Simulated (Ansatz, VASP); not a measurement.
**Cross-check of Zn (Zinc) between VASP and Ansatz**

Wanted: the spread between two codes on one cell, functional and k mesh. The cell is taken from a series of runs on this material, whose earlier steps may have relaxed, scaled, displaced or heated it; both programs get it as it stands.

Main program and level: Ansatz 0.2.0; plane waves, with VASP 6.6.1 beside it; relaxation of cell and atoms at PBE.

### Step 1. The starting structure

It takes space group P6_3/mmc (No. 194, hexagonal). Conventional cell: a = 2.620 Å, b = 2.620 Å, c = 5.206 Å, α = 90.00°, β = 90.00°, γ = 120.00°. Zn has 6 Zn at 2.62 Å nearest.

Structure file:

```cif
data_structure
_symmetry_space_group_name_H-M 'P 1'
_symmetry_Int_Tables_number 1
_cell_length_a 2.6201
_cell_length_b 2.6201
_cell_length_c 5.2060
_cell_angle_alpha 90.000
_cell_angle_beta 90.000
_cell_angle_gamma 120.000
_cell_volume 30.95
loop_
_atom_site_label
_atom_site_type_symbol
_atom_site_fract_x
_atom_site_fract_y
_atom_site_fract_z
_atom_site_occupancy
Zn1 Zn 0.33333 0.66667 0.25000 1
Zn2 Zn 0.66667 0.33333 0.75000 1
```

### Step 2. VASP: relaxation of cell and atoms, PBE

The relaxed volume is the usual yardstick between codes: in a stiff, nearly cubic crystal its relative difference is about their pressure difference at one cell divided by the bulk modulus.

Lines of VASP's logs that name or quote its potential files are left out, and so is its time.

Input file INCAR:

```
SYSTEM = Zn
PREC = Accurate
ENCUT = 500
EDIFF = 1E-07
NELM = 120
ISMEAR = 1
SIGMA = 0.2
LREAL = .FALSE.
ALGO = Normal
GGA = PE
NBANDS = 18
LORBIT = 11
LWAVE = .FALSE.
LCHARG = .FALSE.
ISIF = 3
IBRION = 2
NSW = 80
EDIFFG = -0.005
LASPH = .TRUE.
GGA_COMPAT = .FALSE.
NELMIN = 4
```

Input file POSCAR:

```
Zn
1.0
    2.6201250000      0.0000000000      0.0000000000
   -1.3100620000      2.2690950000      0.0000000000
    0.0000000000      0.0000000000      5.2059670000
Zn
2
Direct
    0.3333332061      0.6666666667      0.2500000480
    0.6666664122      0.3333333333      0.7499999520
```

Input file KPOINTS:

```
Automatic mesh
0
Gamma
12 12 6
0 0 0
```

Potentials, in the order of the species: Zn (PBE family, release 64).

Command:

```sh
mpirun -np 1 vasp_std
```

Numbers of over 12 decimals in the logs are rounded to 6 here.

Output:

```text
[banner, memory and clock lines left out]
running    1 mpi-ranks, on    1 nodes
 distrk:  each k-point on    1 cores,    1 groups
 distr:  one band on    1 cores,    1 groups

 POSCAR found type information on POSCAR Zn
 POSCAR found :  1 types and       2 ions
 LDA part: xc-table for (Slater+PW92), standard interpolation
 POSCAR, INCAR and KPOINTS ok, starting setup
 FFT: planning ... GRIDC
 FFT: planning ... GRID_SOFT
 FFT: planning ... GRID
 WAVECAR not read
 entering main loop
       N       E                     dE             d eps       ncg     rms          rms(c)
DAV:   1     0.105518602544E+03    0.10552E+03   -0.12285E+04  2864   0.206E+03
DAV:   2     0.173157077827E+01   -0.10379E+03   -0.10071E+03  2750   0.292E+02
DAV:   3    -0.241368572362E+01   -0.41453E+01   -0.41323E+01  3090   0.670E+01
DAV:   4    -0.243658315174E+01   -0.22897E-01   -0.22891E-01  3022   0.505E+00
DAV:   5    -0.243661465993E+01   -0.31508E-04   -0.31508E-04  3028   0.167E-01    0.393E+00
DAV:   6    -0.224144973341E+01    0.19516E+00   -0.84942E-01  2938   0.195E+01    0.292E+00
DAV:   7    -0.223268812820E+01    0.87616E-02   -0.28132E-02  3462   0.287E+00    0.151E+00
DAV:   8    -0.222835871993E+01    0.43294E-02   -0.21081E-03  3508   0.701E-01    0.498E-02
DAV:   9    -0.222837711263E+01   -0.18393E-04   -0.30049E-04  3602   0.228E-01    0.347E-02
DAV:  10    -0.222838054076E+01   -0.34281E-05   -0.27302E-05  2866   0.663E-02    0.295E-03
DAV:  11    -0.222838040788E+01    0.13288E-06   -0.13741E-07  2578   0.337E-03    0.204E-03
DAV:  12    -0.222838005730E+01    0.35058E-06   -0.30836E-08  1588   0.350E-03    0.194E-04
DAV:  13    -0.222838005437E+01    0.29299E-08   -0.86947E-09  1528   0.893E-04
   1 F= -.22283801E+01 E0= -.22277213E+01  d E =-.222838E+01
 curvature:   0.00 expect dE= 0.000E+00 dE for cont linesearch  0.000E+00
 trial: gam= 0.00000 g(F)=  0.265E-41 g(S)=  0.366E-03 ort = 0.000E+00 (trialstep = 0.100E+01)
 search vector abs. value=  0.366E-03
 bond charge predicted
       N       E                     dE             d eps       ncg     rms          rms(c)
DAV:   1    -0.223647242163E+01   -0.80924E-02   -0.83862E-02  2928   0.530E+00    0.638E-01
DAV:   2    -0.222953342872E+01    0.69390E-02   -0.24701E-02  2942   0.326E+00    0.215E-01
DAV:   3    -0.222881684244E+01    0.71659E-03   -0.43085E-04  3120   0.305E-01    0.118E-01
DAV:   4    -0.222851482830E+01    0.30201E-03   -0.99910E-05  3490   0.163E-01    0.707E-03
DAV:   5    -0.222851701441E+01   -0.21861E-05   -0.15054E-05  2834   0.369E-02    0.275E-03
DAV:   6    -0.222851773944E+01   -0.72503E-06   -0.23087E-07  2470   0.422E-03    0.483E-04
DAV:   7    -0.222851780733E+01   -0.67893E-07   -0.35947E-08  1474   0.217E-03
   2 F= -.22285178E+01 E0= -.22278554E+01  d E =-.137753E-03
 trial-energy change:   -0.000138  1 .order   -0.000153   -0.000366    0.000059
 step:   0.8301(harm=  0.8613)  dis= 0.00000  next Energy=    -2.228523 (dE=-0.143E-03)
 bond charge predicted
       N       E                     dE             d eps       ncg     rms          rms(c)
DAV:   1    -0.222875411849E+01   -0.23638E-03   -0.24190E-03  2926   0.895E-01    0.109E-01
DAV:   2    -0.222855548429E+01    0.19863E-03   -0.73010E-04  2934   0.564E-01    0.364E-02
DAV:   3    -0.222853519569E+01    0.20289E-04   -0.13896E-05  3184   0.569E-02    0.200E-02
DAV:   4    -0.222852507027E+01    0.10125E-04   -0.28797E-06  3424   0.278E-02    0.125E-03
DAV:   5    -0.222852496538E+01    0.10489E-06   -0.43779E-07  2746   0.632E-03    0.498E-04
DAV:   6    -0.222852484685E+01    0.11853E-06   -0.78023E-09  1426   0.776E-04    0.811E-05
DAV:   7    -0.222852483585E+01    0.10998E-07   -0.15437E-09  1412   0.450E-04
   3 F= -.22285248E+01 E0= -.22278626E+01  d E =-.144781E-03
 curvature:  -0.41 expect dE=-0.433E-07 dE for cont linesearch -0.164E-08
 trial: gam=-0.00302 g(F)=  0.131E-40 g(S)=  0.106E-06 ort = 0.121E-05 (trialstep = 0.966E+00)
 search vector abs. value=  0.102E-06
 reached required accuracy - stopping structural energy minimisation
```

OUTCAR, selected parts (step 2):

```text
ion  position               nearest neighbor table
   1  0.333  0.667  0.250-   2 3.01   2 3.01   2 3.01   2 3.01   2 3.01   2 3.01
   2  0.667  0.333  0.750-   1 3.01   1 3.01   1 3.01   1 3.01   1 3.01   1 3.01

  LATTYP: Found a hexagonal cell.
 ALAT       =     2.6201250000
 C/A-ratio  =     1.9869155098

 Subroutine GETGRP returns: Found 24 space group operations
 (whereof 12 operations were pure point group operations)

The static configuration has the point symmetry D_3d.
 The point group associated with its full space group is D_6h.

 Found     76 irreducible k-points:

   k-points           NKPTS =     76   k-points in BZ     NKDIM =     76   number of bands    NBANDS=     18

   dimension x,y,z NGX =    20 NGY =   20 NGZ =   40
   dimension x,y,z NGXF=    40 NGYF=   40 NGZF=   80

   ENCUT  =  500.0 eV  36.75 Ry    6.06 a.u.   4.78  4.78  9.49*2*pi/ulx,y,z

   NELECT =      24.0000    total number of electrons

 k-points in reciprocal lattice and weights: Automatic mesh
   0.00000000  0.00000000  0.00000000       0.001
   0.08333333  0.00000000  0.00000000       0.007
   0.16666667 -0.00000000  0.00000000       0.007
   0.25000000  0.00000000  0.00000000       0.007
   0.33333333 -0.00000000  0.00000000       0.007
   0.41666667 -0.00000000  0.00000000       0.007
   0.50000000  0.00000000  0.00000000       0.003
   0.08333333  0.08333333  0.00000000       0.007
   0.16666667  0.08333333  0.00000000       0.014
[...]
0.33333333  0.25000000  0.50000000       0.014
   0.33333333  0.33333333  0.50000000       0.002

 average (electrostatic) potential at core
       1 -37.0548       2 -37.0548

 E-fermi :   2.8136

 k-point     1 :       0.0000    0.0000    0.0000
  band No.  band energies     occupation
    ...
      9      -4.2753      2.00000
     10      -4.1341      2.00000
     11      -4.1341      2.00000
     12      -0.8288      2.00000
     13      -0.8203      2.00000
     14      14.2815      0.00000
     15      18.1763      0.00000
     16      21.4914      0.00000
     17      21.4914      0.00000
     18      22.8861      0.00000

 k-point     2 :       0.0833    0.0000    0.0000
  band No.  band energies     occupation
    ...
      9      -4.2923      2.00000
     10      -4.2446      2.00000
     11      -4.1349      2.00000
     12      -0.7136      2.00000
     13      -0.5004      2.00000
     14      14.5203      0.00000
     15      17.9965      0.00000
     16      18.5273      0.00000
     17      19.8315      0.00000
     18      21.4670      0.00000

 k-point     3 :       0.1667   -0.0000    0.0000
  band No.  band energies     occupation
    ...
      9      -4.3871      2.00000
     10      -4.3355      2.00000
     11      -4.1402      2.00000
     12      -0.3549      2.00000
     13       0.3742      2.00000
     14      14.1766      0.00000
     15      15.1868      0.00000
     16      17.8584      0.00000
     17      18.0587      0.00000
     18      19.5994      0.00000

  Total        0.0000325      0.0000325      0.0020939      0.0000000     -0.0000000      0.0000000
  in kB        0.0016759      0.0016759      0.1079734      0.0000000     -0.0000000      0.0000000
  external PRESSURE =       0.0371084 kB  Pullay stress =       0.0000000 kB

  energy-cutoff  :      500.00
  volume of cell :       31.07
      direct lattice vectors                 reciprocal lattice vectors
     2.624623836  0.000000001  0.000000000     0.381006979  0.219974380 -0.000000000
    -1.312311416  2.272991107  0.000000000    -0.000000000  0.439948928 -0.000000000
     0.000000000  0.000000000  5.208185921    -0.000000000 -0.000000000  0.192005434

 POSITION                                       TOTAL-FORCE (eV/Angst)
 -----------------------------------------------------------------------------------
      0.00000      1.51533      1.30205        -0.000000      0.000000     -0.000000
      1.31231      0.75766      3.90614         0.000000     -0.000000      0.000000
 -----------------------------------------------------------------------------------
    total drift:                                0.000085     -0.000001      0.000030

  FREE ENERGIE OF THE ION-ELECTRON SYSTEM (eV)
  ---------------------------------------------------
  free  energy   TOTEN  =        -2.2285248359 eV

  energy  without entropy=       -2.2265381570  energy(sigma->0) =       -2.22786261

 reached required accuracy - stopping structural energy minimisation

 total charge
# of ion       s       p       d       tot
------------------------------------------
    1        0.601   0.445   9.719  10.765
    2        0.601   0.445   9.719  10.765
--------------------------------------------------
tot          1.202   0.890  19.438  21.530

[... 3 further parts left out ...]
```

### Step 3. Ansatz: relaxation of cell and atoms, PBE

Ansatz runs on its default PAW (the set named soft_2) files.

The same cell, functional, mesh and smearing now go to Ansatz, which takes its cutoff from its data sets.

Input file input.yaml:

```yaml
crystal:
  lattice:
    - [2.6201249632, 0.0, 0.0]
    - [-1.3100624816, 2.2690947793, 0.0]
    - [0.0, 0.0, 5.2059670391]
  atoms:
    - { symbol: Zn, position: [0.3333333333, 0.6666666667, 0.25] }
    - { symbol: Zn, position: [0.6666666667, 0.3333333333, 0.75] }
kpoints:
  mp_grid: { grid: [12, 12, 6] }
hamiltonian:
  xc: pbe
scf:
  occupations: { method: methfessel_paxton, width: 0.2 }
output:
  forces: true
  stress: true
  eigenvalues: true
relax:
  adjacent_minimum: "off"
  f_tol: 0.001
  max_steps: 60
  cell: { stress_tol: 0.01 }
```

Command:

```sh
ansatz run input.yaml --threads 4 --pin off --max-ram 10240MiB --backend cpu --events-out ev --progress --plain --runs-dir out
```

Output:

```text
Engine: ansatz 0.2.0, x86_64-unknown-linux-gnu
Pseudopotentials: kind: paw
Pseudopotential: Zn, paw, valence charge 12, recommended cutoff 420 eV (normal), Zn.paw.azcp
Functional definition: PBE
  parameter kappa = 0.804
  parameter beta = 0.066725
  exchange = pbe_x(kappa = kappa, mu = beta*pi^2/3)
  correlation = pbe_c(beta = beta)
Crystal: 2 atoms, lattice volume = 30.951 Å³
Basis set: ecut = 420 eV, 623 PW (Γ), exchange–correlation on 36×36×72 points (8 copies of the dense FFT grid, shifted against one another)
Bands: 16, of which v1, the nominal top of the filled ones, is band 12 counted from 1 (11 counted from 0)
Symmetry: 24 space group operations
Space group: P63/mmc (ITA 194), of the structure as read, at distance tolerance 3.1e-5 Å
k-points: 76 of 864
Non-local potential: Zn, projectors of the file, l = 0: 2, l = 1: 2, l = 2: 3, l = 3: 1
PAW form: soft (Blöchl's): semilocal exchange-correlation on the pseudo side does not see the compensation charge
PAW one-centre angular grid: Zn, 590 points (default); XC on 64 Gauss nodes
Initial density: superposition of atomic densities (neutral atoms: chi_scale 0, normalization atom), corrected by the library's trained network
Initial wavefunctions: pseudopotential atomic-orbital guess
Functional: x = pbe(κ = 0.804, μ = 0.219515), c = pbe(β = 0.066725)
SCF iter   1: F=—  HF=-6638.074742 eV  |F-HF|=—  |Δ(HF+E_count)|=         —  Δρ=1.39e-3  dr2=6.54e-4  ethr=1.77e-3  ⟨swp⟩=4.9  Hψ=5910  notcnv=0
preconditioner: auto → none  [insulator: Δε(μ)=0.403 eV  Ē_g=13.080 eV  σ=0.200 eV  W_gap=0.72  n_scr=4 (ndim 8)  ℏωp=32.7 eV  f_vac=0.000  D(μ)=0.51/eV (n_scr^D=2)  ε∞_Penn≈7.2]
SCF iter   2: F=—  HF=-6638.074800 eV  |F-HF|=—  |Δ(HF+E_count)|=   5.83e-5  S|Δr|=    0.00e0  Δρ=6.33e-4  dr2=1.10e-4  ethr=2.72e-6  ⟨swp⟩=2.1  Hψ=2684  notcnv=0
SCF iter   3: F=—  HF=-6638.074831 eV  |F-HF|=—  |Δ(HF+E_count)|=   3.04e-5  S|Δr|=    0.00e0  Δρ=6.43e-4  dr2=6.97e-5  ethr=4.58e-7  ⟨swp⟩=2.0  Hψ=2124  notcnv=0
SCF iter   4: F=—  HF=-6638.074792 eV  |F-HF|=—  |Δ(HF+E_count)|=   3.81e-5  S|Δr|=    0.00e0  Δρ=9.27e-5  dr2=1.25e-6  ethr=2.90e-7  ⟨swp⟩=2.0  Hψ=1982  notcnv=0
SCF iter   5: F=—  HF=-6638.074794 eV  |F-HF|=—  |Δ(HF+E_count)|=   1.21e-6  S|Δr|=    0.00e0  Δρ=3.53e-5  dr2=1.98e-7  ethr=5.21e-9  ⟨swp⟩=2.1  Hψ=2155  notcnv=0
SCF iter   6: F=-6638.074794 eV  HF=-6638.074794 eV  |F-HF|=2.99e-8  |Δ(HF+E_count)|=   5.97e-8  S|Δr|=    0.00e0  Δρ=1.16e-5  dr2=2.24e-8  ethr=4.17e-10  ⟨swp⟩=4.8  Hψ=4793  notcnv=0
SCF 1 converged in 6 iterations: F = -6638.074794 eV  dr2 = 2.24e-8
  greatest PAW one-centre occupation: 0.982 electrons in one spin orbital (limit 2), on the Zn atom at site 1 (counted from 0), in its partial waves of l = 2
relax step   1: F+E_penalty+E_count = -6638.07479355 eV  Δ(F+E_penalty+E_count) = +0.000e0 eV  max|allowed force component| = 7.864e-17 eV/Å  Δτ_max = 0.0000 Å  P = +0.005 GPa  Ω = 30.951 Å³  (6 SCF iters, dr2 threshold 1.00e-7 eV, accepted)
[...]
relax step   2: F+E_penalty+E_count = -6638.07480038 eV  Δ(F+E_penalty+E_count) = -6.829e-6 eV  max|allowed force component| = 2.220e-16 eV/Å  Δτ_max = 0.0000 Å  P = +0.010 GPa  Ω = 30.944 Å³  energy of the carried Pulay correction = +4.480e-6 eV  (4 SCF iters, dr2 threshold 4.47e-9 eV, accepted)
[...]
relax step   3: F+E_penalty+E_count = -6638.07479913 eV  Δ(F+E_penalty+E_count) = +1.253e-6 eV  max|allowed force component| = 9.714e-17 eV/Å  Δτ_max = 0.0000 Å  P = +0.002 GPa  Ω = 30.946 Å³  energy of the carried Pulay correction = +3.047e-6 eV  (4 SCF iters, dr2 threshold 5.78e-10 eV, accepted)
[...]
relax step   4: F+E_penalty+E_count = -6638.07479871 eV  Δ(F+E_penalty+E_count) = +4.118e-7 eV  max|allowed force component| = 7.401e-17 eV/Å  Δτ_max = 0.0000 Å  P = +0.002 GPa  Ω = 30.946 Å³  stress off target by 1.99e-3 GPa  SCF on the basis re-selected at this cell (its energy is not comparable with the rows above)  (5 SCF iters)
basis re-selected at this cell: Δ(F+E_penalty+E_count) = +4.118e-7 eV, ΔP = -0.000 GPa vs the last step (what re-selecting the basis moved, of the pressure what is left beyond the Pulay correction that the steps carried, after the strain that the cell walked since its last selection, with what the two solves' SCF thresholds leave and, on support functions, any second-order correction that the steps lacked; it is no m [...]
SCF converged after 5 iterations
Stability not checked: this state was not tested for a lower state beside it, because cold or Methfessel-Paxton smearing, or corrected tetrahedra, fill the levels in a way that the test cannot read (fill_not_monotonic; see scf.lower_state_search)
Free energy (F): -6638.074799 eV
Harris-Foulkes:  -6638.074799 eV  (|F-HF|=1.82e-12)
Internal energy: -6638.072815 eV  (E = F + TS)
E sigma→0 (E₀):  -6638.074303 eV
Entropy (-TS):   -0.001984 eV (-0.992 meV/atom)
Fermi energy:    10.635185 eV
--- Per-component energies (eV) ---
  E_band       = 91.341940
  E_kinetic    = 261.910608
  E_local      = -3113.741726  (includes V_loc(G=0)·N_el)
  E_nonlocal   = 1220.602913
  E_hartree    = 1305.252939
  E_xc         = -275.479457
  E_vxc        = -105.287365  (∫ρ·V_xc dr)
  E_paw        = -3649.110439  (= ΣΔE_a)
  E_vpaw       = -782.647696  (= ΣTr[D̂ρ^β])
  E_aug_tail   = -0.000687  (compensation charges beyond the density's cutoff)
  E_ewald      = -2387.506966
  E_smearing   = -0.001984  (= −TS)
  E_closure    = -0.000000  (closes the sum)
  Σ components = -6638.074799   (vs F -6638.074799, Δ=0.00e0)
--- Forces (eV/Å), atoms counted from 1 ---
  atom   1  Zn     0.00000000     0.00000000     0.00000000
  atom   2  Zn     0.00000000    -0.00000000     0.00000000
  max |Σ_I F_I| component: 0.00e0 eV/Å
--- Stress (GPa, compression-positive) ---
        0.001986      -0.000000       0.000000
       -0.000000       0.001986       0.000000
        0.000000       0.000000       0.000788
  P = ⅓ Tr σ = 0.0016 GPa (0.016 kbar)
--- Band table (eV; the first three rows and the last of 76) ---
  k-point 0: bands = [... 8 lower, 3.5781, 3.7203, 3.7203, 6.9723, 7.0123, 22.0525, 25.9162, 29.3116]
  k-point 1: bands = [... 8 lower, 3.5897, 3.7126, 3.7126, 5.2562, 9.0712, 20.0183, 28.1548, 29.4582]
  k-point 2: bands = [... 8 lower, 3.6196, 3.6902, 3.6902, 3.9420, 11.4552, 17.0104, 29.8740, 29.8740]
  k-point 75: bands = [... 8 lower, 3.6769, 3.6769, 12.0676, 12.0676, 12.7603, 12.7603, 13.2666, 13.2666]
--- Relaxed structure (3 steps of the walk, 3 accepted, 1 SCFs on fresh bases) ---
  F+E_penalty+E_count = -6638.07479871 eV   max|allowed force component| = 7.401e-17 eV/Å   (the final SCF, on the basis selected at the relaxed cell)
  cell:  # Å, volume = 30.9460 Å³
    - [2.620472, 0.0, 0.0]
    - [-1.310236, 2.269395, 0.0]
    - [0.0, 0.0, 5.203733]
  atoms:
    - { symbol: Zn, position: [0.333333, 0.666667, 0.25] }
    - { symbol: Zn, position: [0.666667, 0.333333, 0.750000] }
```

### Step 4. Differences

Known differences besides the potentials themselves: the cutoff is 420 eV in Ansatz and 500 eV in VASP; Ansatz adds a Pulay correction to the stress that steers its cell, VASP none. Total energies have different zeros and are not compared.

Compared:

```tsv
quantity	Ansatz	VASP	difference
volume (Å³)	30.95	31.07	-0.40 %
edge a after relaxation, in the typed setting (Å)	2.620	2.625	-0.16 %
edge c after relaxation, in the typed setting (Å)	5.204	5.208	-0.09 %
```

### Step 5. What came out

- difference in volume (relaxation of cell and atoms, PBE): -0.40 %

In words: The difference in volume is -0.40 % (relaxation of cell and atoms, PBE), within the 1.2 % picked in this series as the mark of a large difference, as far as the stopping tolerances let one tell. Such differences can come from data sets, numerical settings and the points named under the comparisons, not from the functional's error against experiment.

[Lines on the potential files, build, host, timing and source positions are cut from VASP's logs without a mark.]

[Logs are printed without paths, hosts, clocks, repeated set-up lines and the standing remarks that a program may print on its own settings, such as how far it seeks lower states.]

[Hosts, paths, dates, database ids (printed as entryN), source tags and the programs' standing remarks are cut or masked in the printed files.]
